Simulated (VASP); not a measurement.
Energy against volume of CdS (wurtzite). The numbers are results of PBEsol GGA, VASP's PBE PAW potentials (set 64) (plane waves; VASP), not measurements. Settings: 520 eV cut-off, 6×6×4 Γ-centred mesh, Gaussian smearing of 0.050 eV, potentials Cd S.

Shape and ions are relaxed at each volume.

| V (Å³/atom) | E (eV/atom) |
|---|---|
| 23.375 | -3.38831 |
| 24.121 | -3.40310 |
| 24.867 | -3.40775 |
| 25.613 | -3.40386 |

Task: Fit these four points and predict the energy of the run at 26.359 Å³/atom.

Result: A cubic in V^(−2/3), the third-order Birch-Murnaghan form, passes through the four points with V0 = 24.88 Å³/atom and B0 = 61 GPa, and gives -3.3928 eV/atom there. The run gave -3.3927 eV/atom, +0.1 meV/atom from the fit; all five points give B0 = 61 GPa.

The compound is CdS in the wurtzite structure. It was relaxed first.
